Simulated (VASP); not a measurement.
Method: PBEsol GGA, VASP's PBE PAW potentials (set 64) (plane waves; VASP).

A VASP calculation is set up with these files.

File KPOINTS:
```
Regular mesh
0
gamma
  11 11 11
0 0 0
```

**INCAR**
```
# general
SYSTEM =RhB
PREC   =Accurate
ENCUT  =520
LREAL  =.FALSE.
LASPH  =.TRUE.

# electronic loop
EDIFF  =1E-7
NELM   =100
ALGO   =Normal
LMAXMIX=4

# smearing
ISMEAR =-5

# functional
GGA    =PS

# ions
ISIF   =2

# output
LWAVE  =.FALSE.
LCHARG =.TRUE.
LORBIT =11
NEDOS  =601
```

**POSCAR**
```
RhB
1
    0.0000000000     2.3082874427     2.3082874427
    2.3082874427     0.0000000000     2.3082874427
    2.3082874427     2.3082874427     0.0000000000
Rh B
1 1
Direct
  0.0000000000   0.0000000000   0.0000000000
  0.2500000000   0.2500000000   0.2500000000
```

POTCAR, in this order: Rh_pv B (PBE.64 set). Program: vasp_std.

The resulting files:

OUTCAR:
```
 ion  position               nearest neighbor table
   1  0.000  0.000  0.000-   2 2.00   2 2.00   2 2.00   2 2.00
   2  0.250  0.250  0.250-   1 2.00   1 2.00   1 2.00   1 2.00
  LATTYP: Found a face centered cubic cell.
 ALAT       =     4.6165748854
 Subroutine PRICEL returns:
 Original cell was already a primitive cell.
 Subroutine GETGRP returns: Found 24 space group operations
The static configuration has the point symmetry T_d .
The dynamic configuration has the point symmetry T_d .
 Subroutine INISYM returns: Found 24 space group operations
 Subroutine IBZKPT returns following result:
 Found     56 irreducible k-points:

 Following reciprocal coordinates:
            Coordinates               Weight
  0.000000  0.000000  0.000000      1.000000
  0.090909  0.000000  0.000000      8.000000
  0.181818  0.000000  0.000000      8.000000
  0.272727  0.000000  0.000000      8.000000
  0.363636  0.000000  0.000000      8.000000
  0.454545  0.000000  0.000000      8.000000
  0.090909  0.090909  0.000000      6.000000
  0.181818  0.090909  0.000000     24.000000
  0.272727  0.090909  0.000000     24.000000
  0.363636  0.090909  0.000000     24.000000
  0.454545  0.090909  0.000000     24.000000
 -0.454545  0.090909  0.000000     24.000000
 -0.363636  0.090909  0.000000     24.000000
 -0.272727  0.090909  0.000000     24.000000
 -0.181818  0.090909  0.000000     24.000000
 -0.090909  0.090909  0.000000     12.000000
  0.181818  0.181818  0.000000      6.000000
  0.272727  0.181818  0.000000     24.000000
  0.363636  0.181818  0.000000     24.000000
  0.454545  0.181818  0.000000     24.000000
 -0.454545  0.181818  0.000000     24.000000
 -0.363636  0.181818  0.000000     24.000000
 -0.272727  0.181818  0.000000     24.000000
 -0.181818  0.181818  0.000000     12.000000
...
```

**OSZICAR**
```
       N       E                     dE             d eps       ncg     rms          rms(c)
DAV:   1     0.137438826766E+03    0.13744E+03   -0.11047E+04  1472   0.142E+03
DAV:   2    -0.138267815537E+02   -0.15127E+03   -0.14619E+03  1621   0.376E+02
DAV:   3    -0.167469154404E+02   -0.29201E+01   -0.29040E+01  1701   0.573E+01
DAV:   4    -0.167659305593E+02   -0.19015E-01   -0.19014E-01  1616   0.489E+00
DAV:   5    -0.167661966590E+02   -0.26610E-03   -0.26610E-03  1746   0.568E-01    0.170E+01
DAV:   6    -0.154459061375E+02    0.13203E+01   -0.80653E+00  1596   0.376E+01    0.439E+00
DAV:   7    -0.150625267538E+02    0.38338E+00   -0.15689E+00  1581   0.167E+01    0.239E+00
DAV:   8    -0.150547934645E+02    0.77333E-02   -0.28269E-02  1721   0.169E+00    0.115E+00
DAV:   9    -0.150532765318E+02    0.15169E-02   -0.38213E-03  1706   0.680E-01    0.803E-02
DAV:  10    -0.150531074200E+02    0.16911E-03   -0.43785E-04  1566   0.217E-01    0.323E-02
DAV:  11    -0.150531054698E+02    0.19502E-05   -0.40485E-05  1706   0.770E-02    0.973E-03
DAV:  12    -0.150531050317E+02    0.43812E-06   -0.19398E-06  1531   0.121E-02    0.261E-03
DAV:  13    -0.150531049521E+02    0.79542E-07   -0.11733E-07  1216   0.348E-03
   1 F= -.15053105E+02 E0= -.15053105E+02  d E =0.000000E+00
```

File OUTCAR:
```
------------------------ aborting loop because EDIFF is reached ----------------------------------------
  FORCE on cell =-STRESS in cart. coord.  units (eV):
  Direction    XX          YY          ZZ          XY          YZ          ZX
  --------------------------------------------------------------------------------------
  Total        0.0003289      0.0003289      0.0003289     -0.0000000      0.0000000      0.0000000
  in kB        0.0214230      0.0214230      0.0214230     -0.0000000      0.0000000      0.0000000
  external PRESSURE =       0.0214230 kB  Pullay stress =       0.0000000 kB
  volume of cell :       24.60
      direct lattice vectors                 reciprocal lattice vectors
     0.000000000  2.308287443  2.308287443    -0.216610805  0.216610805  0.216610805
     2.308287443  0.000000000  2.308287443     0.216610805 -0.216610805  0.216610805
     2.308287443  2.308287443  0.000000000     0.216610805  0.216610805 -0.216610805
 POSITION                                       TOTAL-FORCE (eV/Angst)
 -----------------------------------------------------------------------------------
      0.00000      0.00000      0.00000         0.000000      0.000000      0.000000
      1.15414      1.15414      1.15414        -0.000000     -0.000000     -0.000000
 -----------------------------------------------------------------------------------
    total drift:                               -0.000001     -0.000001     -0.000001
  FREE ENERGIE OF THE ION-ELECTRON SYSTEM (eV)
  ---------------------------------------------------
  free  energy   TOTEN  =       -15.0531049521 eV

  energy  without entropy=      -15.0531049521  energy(sigma->0) =      -15.05310495

 total charge

# of ion       s       p       d       tot
------------------------------------------
    1        0.433   6.292   7.387  14.112
    2        0.770   1.110   0.000   1.880
--------------------------------------------------
tot          1.203   7.402   7.387  15.992
```
(Selected blocks of OUTCAR.)

The structure was generated: RhB was put into the zinc blende type (F-43m), which need not be its known phase. It was relaxed first, which changed the volume by -31 %.
